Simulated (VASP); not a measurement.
Level of theory: PBEsol GGA, VASP's PBE PAW potentials (set 64) (plane waves; VASP).

Input for VASP

**KPOINTS**
```
Regular mesh
0
G
  12 12 12
0 0 0
```

### POSCAR
```
Na
3.510720
 -0.5713994822   0.5890716311   0.5713994822
  0.5713994822  -0.5890716311   0.5713994822
  0.5713994822   0.5890716311  -0.5713994822
Na
1
Direct
  0.0000000000   0.0000000000   0.0000000000
```

**INCAR**
```
ALGO = Normal
EDIFF = 1E-7
ENCUT = 480
GGA = PS
ISIF = 2
ISMEAR = 1
LASPH = .TRUE.
LCHARG = .FALSE.
LREAL = .FALSE.
LWAVE = .FALSE.
NELM = 100
PREC = Accurate
SIGMA = 0.1
SYSTEM = Na
```

POTCAR, in this order: Na_pv (PBE.64 set). Program: vasp_std.

Output

OUTCAR:
```
 ion  position               nearest neighbor table
   1  0.000  0.000  0.000-
  LATTYP: Found a body centered tetragonal cell.
 ALAT       =     4.0120471802
 C/A-ratio  =     1.0309278350
 Subroutine PRICEL returns:
 Original cell was already a primitive cell.
 Subroutine GETGRP returns: Found 16 space group operations
The static configuration has the point symmetry D_4h.
The dynamic configuration has the point symmetry D_4h.
 Subroutine INISYM returns: Found 16 space group operations
 Subroutine IBZKPT returns following result:
 Found    163 irreducible k-points:

 Following reciprocal coordinates:
            Coordinates               Weight
  0.000000  0.000000  0.000000      1.000000
  0.083333  0.000000  0.000000      8.000000
  0.166667  0.000000 -0.000000      8.000000
  0.250000  0.000000  0.000000      8.000000
  0.333333  0.000000 -0.000000      8.000000
  0.416667  0.000000  0.000000      8.000000
  0.500000  0.000000  0.000000      4.000000
  0.000000  0.083333  0.000000      4.000000
  0.083333  0.083333  0.000000     16.000000
  0.166667  0.083333 -0.000000     16.000000
  0.250000  0.083333  0.000000     16.000000
  0.333333  0.083333 -0.000000     16.000000
  0.416667  0.083333  0.000000     16.000000
  0.500000  0.083333 -0.000000     16.000000
 -0.416667  0.083333 -0.000000     16.000000
 -0.333333  0.083333  0.000000     16.000000
 -0.250000  0.083333  0.000000     16.000000
 -0.166667  0.083333  0.000000      8.000000
  0.000000  0.166667  0.000000      4.000000
  0.083333  0.166667  0.000000     16.000000
  0.166667  0.166667 -0.000000     16.000000
  0.250000  0.166667  0.000000     16.000000
  0.333333  0.166667 -0.000000     16.000000
  0.416667  0.166667  0.000000     16.000000
...
```

File OSZICAR:
```
       N       E                     dE             d eps       ncg     rms          rms(c)
DAV:   1     0.187868519298E+02    0.18787E+02   -0.37897E+03  2289   0.793E+02
DAV:   2    -0.103186739026E+01   -0.19819E+02   -0.19801E+02  2394   0.134E+02
DAV:   3    -0.138950536937E+01   -0.35764E+00   -0.35764E+00  2870   0.257E+01
DAV:   4    -0.139252649005E+01   -0.30211E-02   -0.30211E-02  2877   0.216E+00
DAV:   5    -0.139255747107E+01   -0.30981E-04   -0.30981E-04  2884   0.180E-01    0.251E-01
DAV:   6    -0.139054876941E+01    0.20087E-02   -0.33186E-03  2527   0.114E+00    0.149E-01
DAV:   7    -0.138988523693E+01    0.66353E-03   -0.28843E-03  2401   0.945E-01    0.455E-02
DAV:   8    -0.138983028687E+01    0.54950E-04   -0.20147E-04  2464   0.345E-01    0.191E-03
DAV:   9    -0.138983046510E+01   -0.17823E-06   -0.95504E-07  2821   0.141E-02    0.106E-03
DAV:  10    -0.138983038783E+01    0.77265E-07   -0.61811E-08  2086   0.346E-03
   1 F= -.13898304E+01 E0= -.13896152E+01  d E =-.645475E-03
```

OUTCAR:
```
------------------------ aborting loop because EDIFF is reached ----------------------------------------
  FORCE on cell =-STRESS in cart. coord.  units (eV):
  Direction    XX          YY          ZZ          XY          YZ          ZX
  --------------------------------------------------------------------------------------
  Total        0.1484306      0.1711455      0.1484306      0.0000000      0.0000000      0.0000000
  in kB        7.1439356      8.2372018      7.1439356      0.0000000      0.0000000      0.0000000
  external PRESSURE =       7.5083577 kB  Pullay stress =       0.0000000 kB
  volume of cell :       33.29
      direct lattice vectors                 reciprocal lattice vectors
    -2.006023590  2.068065557  2.006023590     0.000000000  0.241771833  0.249249312
     2.006023590 -2.068065557  2.006023590     0.249249312  0.000000000  0.249249312
     2.006023590  2.068065557 -2.006023590     0.249249312  0.241771833  0.000000000
 POSITION                                       TOTAL-FORCE (eV/Angst)
 -----------------------------------------------------------------------------------
      0.00000      0.00000      0.00000         0.000000      0.000000      0.000000
 -----------------------------------------------------------------------------------
    total drift:                                0.000000     -0.000000      0.000000
  FREE ENERGIE OF THE ION-ELECTRON SYSTEM (eV)
  ---------------------------------------------------
  free  energy   TOTEN  =        -1.3898303878 eV

  energy  without entropy=       -1.3891849132  energy(sigma->0) =       -1.38961523
```
(Selected blocks of OUTCAR.)

The compound is Na in the bcc structure. This cell was strained or had an atom moved on purpose.
